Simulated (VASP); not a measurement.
Computed with PBEsol GGA, VASP's PBE PAW potentials (set 64) (plane waves; VASP).

A VASP calculation is set up with these files.

File POSCAR:
```
TiAs
1
    0.0000000000     2.8449837006     2.8449837006
    2.8449837006    -0.0000000000     2.8449837006
    2.8449837006     2.8449837006    -0.0000000000
Ti As
1 1
Direct
  0.0000000000   0.0000000000   0.0000000000
  0.2500000000   0.2500000000   0.2500000000
```

### KPOINTS
```
kpoints
0
gamma
10 10 10
0 0 0
```

**INCAR**
```
# general
SYSTEM =TiAs
PREC   =Accurate
ENCUT  =400
LREAL  =.FALSE.
LASPH  =.TRUE.

# electronic loop
EDIFF  =1E-6
NELM   =100
ALGO   =Normal
LMAXMIX=4

# smearing
ISMEAR =1
SIGMA  =0.1

# functional
GGA    =PS

# ions
IBRION =2
NSW    =60
ISIF   =3
EDIFFG =-0.01

# output
LWAVE  =.FALSE.
LCHARG =.FALSE.
```

POTCAR, in this order: Ti_sv As (PBE.64 set). Program: vasp_std.

What VASP printed:

File OUTCAR:
```
 ion  position               nearest neighbor table
   1  0.000  0.000  0.000-   2 2.46   2 2.46   2 2.46   2 2.46
   2  0.250  0.250  0.250-   1 2.46   1 2.46   1 2.46   1 2.46
  LATTYP: Found a face centered cubic cell.
 ALAT       =     5.6899674012
 Subroutine PRICEL returns:
 Original cell was already a primitive cell.
 Subroutine GETGRP returns: Found 24 space group operations
The static configuration has the point symmetry T_d .
The dynamic configuration has the point symmetry T_d .
 Subroutine INISYM returns: Found 24 space group operations
 Subroutine IBZKPT returns following result:
 Found     47 irreducible k-points:

 Following reciprocal coordinates:
            Coordinates               Weight
  0.000000  0.000000  0.000000      1.000000
  0.100000  0.000000  0.000000      8.000000
  0.200000  0.000000  0.000000      8.000000
  0.300000  0.000000  0.000000      8.000000
  0.400000  0.000000  0.000000      8.000000
  0.500000  0.000000  0.000000      4.000000
  0.100000  0.100000  0.000000      6.000000
  0.200000  0.100000  0.000000     24.000000
  0.300000  0.100000  0.000000     24.000000
  0.400000  0.100000  0.000000     24.000000
  0.500000  0.100000  0.000000     24.000000
 -0.400000  0.100000  0.000000     24.000000
 -0.300000  0.100000  0.000000     24.000000
 -0.200000  0.100000  0.000000     24.000000
 -0.100000  0.100000  0.000000     12.000000
  0.200000  0.200000  0.000000      6.000000
  0.300000  0.200000  0.000000     24.000000
  0.400000  0.200000  0.000000     24.000000
  0.500000  0.200000  0.000000     24.000000
 -0.400000  0.200000  0.000000     24.000000
 -0.300000  0.200000  0.000000     24.000000
 -0.200000  0.200000  0.000000     12.000000
  0.300000  0.300000  0.000000      6.000000
  0.400000  0.300000  0.000000     24.000000
  0.500000  0.300000  0.000000     24.000000
 -0.400000  0.300000  0.000000     24.000000
 -0.300000  0.300000  0.000000     12.000000
  0.400000  0.400000  0.000000      6.000000
  0.500000  0.400000  0.000000     24.000000
 -0.400000  0.400000  0.000000     12.000000
  0.500000  0.500000  0.000000      3.000000
  0.300000  0.200000  0.100000     24.000000
  0.400000  0.200000  0.100000     48.000000
  0.500000  0.200000  0.100000     48.000000
 -0.400000  0.200000  0.100000     24.000000
  0.400000  0.300000  0.100000     24.000000
  0.500000  0.300000  0.100000     48.000000
 -0.400000  0.300000  0.100000     48.000000
 -0.300000  0.300000  0.100000     48.000000
 -0.200000  0.300000  0.100000     24.000000
   k-points           NKPTS =     47   k-points in BZ     NKDIM =     47   number of bands    NBANDS=     12
   number of dos      NEDOS =    301   number of ions     NIONS =      2
   total plane-waves  NPLWV =  21952
   dimension x,y,z NGX =    28 NGY =   28 NGZ =   28
   dimension x,y,z NGXF=    56 NGYF=   56 NGZF=   56
   ions per type =               1   1
   PREC   = accura    normal or accurate (medium, high low for compatibility)
   ISTART =      0    job   : 0-new  1-cont  2-samecut
   ICHARG =      2    charge: 1-file 2-atom 10-const
   ISPIN  =      1    spin polarized calculation?
   LNONCOLLINEAR =      F non collinear calculations
   LSORBIT =      F    spin-orbit coupling
   INIWAV =      1    electr: 0-lowe 1-rand  2-diag
   ENCUT  =  400.0 eV  29.40 Ry    5.42 a.u.   6.56  6.56  6.56*2*pi/ulx,y,z
   NELM   =    100;   NELMIN=  2; NELMDL= -5     # of ELM steps
   EDIFF  = 0.1E-05   stopping-criterion for ELM
   LREAL  =      F    real-space projection
   NLSPLINE    = F    spline interpolate recip. space projectors
   LMAXMIX     =    4 max onsite mixed and CHGCAR
...
```

**OSZICAR**
```
       N       E                     dE             d eps       ncg     rms          rms(c)
DAV:   1     0.105132114970E+03    0.10513E+03   -0.71073E+03  1128   0.113E+03
DAV:   2    -0.737865860552E+01   -0.11251E+03   -0.10918E+03  1148   0.317E+02
DAV:   3    -0.161986316154E+02   -0.88200E+01   -0.86527E+01  1756   0.878E+01
DAV:   4    -0.165117190535E+02   -0.31309E+00   -0.31252E+00  1436   0.148E+01
DAV:   5    -0.165276329661E+02   -0.15914E-01   -0.15912E-01  1720   0.302E+00    0.107E+01
DAV:   6    -0.141095042645E+02    0.24181E+01   -0.20300E+01  1532   0.463E+01    0.483E+00
DAV:   7    -0.139197929748E+02    0.18971E+00   -0.31384E+00  1468   0.195E+01    0.229E+00
DAV:   8    -0.139357269460E+02   -0.15934E-01   -0.47060E-01  1540   0.674E+00    0.117E+00
DAV:   9    -0.139064423614E+02    0.29285E-01   -0.16319E-01  1516   0.439E+00    0.133E-01
DAV:  10    -0.139069893408E+02   -0.54698E-03   -0.47065E-03  1524   0.565E-01    0.959E-02
DAV:  11    -0.139071645686E+02   -0.17523E-03   -0.28678E-03  1696   0.577E-01    0.112E-01
DAV:  12    -0.139069299560E+02    0.23461E-03   -0.11526E-03  1616   0.332E-01    0.812E-03
DAV:  13    -0.139069319703E+02   -0.20143E-05   -0.23325E-05  1472   0.418E-02    0.194E-03
DAV:  14    -0.139069323438E+02   -0.37349E-06   -0.13155E-06   904   0.140E-02
   1 F= -.13906932E+02 E0= -.13907209E+02  d E =-.139069E+02
       N       E                     dE             d eps       ncg     rms          rms(c)
DAV:   1    -0.139075144761E+02   -0.58251E-03   -0.11128E-02  1248   0.153E+00    0.207E-01
DAV:   2    -0.139070713043E+02    0.44317E-03   -0.50107E-03  1608   0.860E-01    0.679E-02
DAV:   3    -0.139069383251E+02    0.13298E-03   -0.73382E-04  1420   0.271E-01    0.230E-02
DAV:   4    -0.139069353119E+02    0.30131E-05   -0.10301E-04  1284   0.893E-02    0.120E-02
DAV:   5    -0.139069435516E+02   -0.82397E-05   -0.11578E-05  1444   0.269E-02    0.435E-03
DAV:   6    -0.139069460790E+02   -0.25274E-05   -0.92038E-06  1608   0.137E-02    0.337E-03
DAV:   7    -0.139069463280E+02   -0.24895E-06   -0.38551E-07   696   0.658E-03
   2 F= -.13906946E+02 E0= -.13907221E+02  d E =-.139842E-04
```

**OUTCAR**
```
------------------------ aborting loop because EDIFF is reached ----------------------------------------
  FORCE on cell =-STRESS in cart. coord.  units (eV):
  Direction    XX          YY          ZZ          XY          YZ          ZX
  --------------------------------------------------------------------------------------
  Total        0.0084726      0.0084726      0.0084726     -0.0000000      0.0000000      0.0000000
  in kB        0.2952054      0.2952054      0.2952054     -0.0000000      0.0000000      0.0000000
  external PRESSURE =       0.2952054 kB  Pullay stress =       0.0000000 kB
  volume of cell :       45.98
      direct lattice vectors                 reciprocal lattice vectors
     0.000000000  2.843523871  2.843523871    -0.175838158  0.175838158  0.175838158
     2.843523871  0.000000000  2.843523871     0.175838158 -0.175838158  0.175838158
     2.843523871  2.843523871  0.000000000     0.175838158  0.175838158 -0.175838158
 POSITION                                       TOTAL-FORCE (eV/Angst)
 -----------------------------------------------------------------------------------
      5.68705      2.84352      2.84352        -0.000000     -0.000000     -0.000000
      1.42176      1.42176      1.42176         0.000000      0.000000      0.000000
 -----------------------------------------------------------------------------------
    total drift:                                0.000000      0.000000      0.000000
  FREE ENERGIE OF THE ION-ELECTRON SYSTEM (eV)
  ---------------------------------------------------
  free  energy   TOTEN  =       -13.9069463280 eV

  energy  without entropy=      -13.9077699507  energy(sigma->0) =      -13.90722087

 reached required accuracy - stopping structural energy minimisation
```
(Selected blocks of OUTCAR.)

**CONTCAR**
```
TiAs
   1.00000000000000
     0.0000000000000000    2.8435238711509294    2.8435238711509294
     2.8435238711509294    0.0000000000000000    2.8435238711509294
     2.8435238711509294    2.8435238711509294    0.0000000000000000
  Ti              As
     1     1
Direct
     0.0000000000000000    1.0000000000000000    1.0000000000000000
     0.2500000000000000    0.2500000000000000    0.2500000000000000
```

### OUTCAR
```
 val. band max:        4.7523400858   @ k =  -0.3000   0.3000   0.1000

 cond. band min:       4.8220612293   @ k =  -0.3000   0.3000   0.0000


 Fermi energy:         4.7769098931

 k-point     1 :       0.0000    0.0000    0.0000
  band No.  band energies     occupation
      1     -52.5303      2.00000
      2     -28.8946      2.00000
      3     -28.8946      2.00000
      4     -28.8946      2.00000
      5      -6.7994      2.00000
      6       2.2328      2.00000
      7       2.2328      2.00000
      8       2.2328      2.00000
      9       5.1866     -0.00000
     10       5.1866     -0.00000
     11       7.7857      0.00000
     12       9.5926      0.00000

 k-point     2 :       0.1000    0.0000    0.0000
  band No.  band energies     occupation
      1     -52.5301      2.00000
      2     -28.8980      2.00000
      3     -28.8952      2.00000
      4     -28.8952      2.00000
      5      -6.7172      2.00000
      6       2.0305      2.00000
      7       2.2682      2.00000
      8       2.2682      2.00000
      9       5.1584     -0.00000
     10       5.1584     -0.00000
     11       7.9263      0.00000
     12       9.2570      0.00000

 k-point     3 :       0.2000    0.0000    0.0000
  band No.  band energies     occupation
      1     -52.5291      2.00000
      2     -28.9068      2.00000
      3     -28.8965      2.00000
      4     -28.8965      2.00000
      5      -6.4916      2.00000
      6       1.5654      2.00000
      7       2.3543      2.00000
      8       2.3543      2.00000
      9       5.1218     -0.00001
     10       5.1218     -0.00001
     11       7.5042      0.00000
     12       9.0150      0.00000

 k-point     4 :       0.3000    0.0000    0.0000
  band No.  band energies     occupation
      1     -52.5283      2.00000
      2     -28.9176      2.00000
      3     -28.8982      2.00000
      4     -28.8982      2.00000
      5      -6.1884      2.00000
      6       1.0670      2.00000
...
```

The structure was generated: TiAs was put into the zinc blende type (F-43m), which need not be its known phase. This run relaxes it. Symmetry was kept, so distortions that lower it aren't found. The start is the result of an earlier pass. The electron count is odd and the run is not spin-polarised, which forces a metal.
